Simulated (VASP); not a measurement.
```
CELL_PARAMETERS angstrom
      4.67788     0.00000     0.00000
      0.00000     6.61553     0.00000
      0.00000     0.00000    24.25560
ATOMIC_POSITIONS crystal
  Te 0.50000 0.00000 0.35536
  Te 0.50000 0.00000 0.54821
  Te 0.00000 0.50000 0.45179
  Te 0.00000 0.50000 0.64464
  Sr 0.50000 0.50000 0.35536
  Sr 0.00000 0.00000 0.45179
  Sr 0.50000 0.50000 0.54821
  Sr 0.00000 0.00000 0.64464
```

These are PBEsol GGA, VASP's PBE PAW potentials (set 64) (plane waves; VASP) values and carry that method's errors. Settings: PREC = Normal, EDIFF = 1E-5, 400 eV cut-off, 4×3×1 Γ-centred mesh, Gaussian smearing of 0.050 eV, potentials Te Sr_sv.

**Question.** The ions are relaxed. Give the cell that the relaxation ends in.

**Answer.** 
```
CELL_PARAMETERS angstrom
      4.67788     0.00000     0.00000
      0.00000     6.61553     0.00000
      0.00000     0.00000    24.25560
ATOMIC_POSITIONS crystal
  Te 0.50000 0.00000 0.35266
  Te 0.50000 0.00000 0.54575
  Te 0.00000 0.50000 0.45425
  Te 0.00000 0.50000 0.64734
  Sr 0.50000 0.50000 0.36574
  Sr 0.00000 0.00000 0.44473
  Sr 0.50000 0.50000 0.55527
  Sr 0.00000 0.00000 0.63426
```

**Question.** How much energy does the relaxation gain?

**Answer.** The energy (σ→0) changes by -27.9 meV/atom, in 11 ionic steps.

The cell is a thin slab with vacuum, built from SrTe (rock salt): (110) face.
